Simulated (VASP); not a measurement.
```yaml
crystal:
  lattice:
    - [0.00000, 2.38683, 2.38683]
    - [2.38683, 0.00000, 2.38683]
    - [2.38683, 2.38683, 0.00000]
  atoms:
    - { symbol: Y, position: [0.00000, 0.00000, 0.00000] }
    - { symbol: N, position: [0.50000, 0.50000, 0.50000] }
```

Computed with LDA (Ceperley-Alder, Perdew-Zunger), VASP's LDA PAW potentials (set 64) (plane waves; VASP). Numerical set-up: 520 eV cut-off, 13×13×13 Γ-centred mesh, first-order Methfessel-Paxton smearing of 0.10 eV, potentials Y_sv N.

Q: Give the stress tensor in GPa (positive for a compressed cell).

A: 
```
5.76  0.00  0.00
0.00  5.76  0.00
0.00  0.00  5.76
```
The pressure is its mean diagonal, 5.76 GPa.

The compound is YN in the rock salt structure. This cell is one point of a volume scan, at 0.97 of the reference volume.
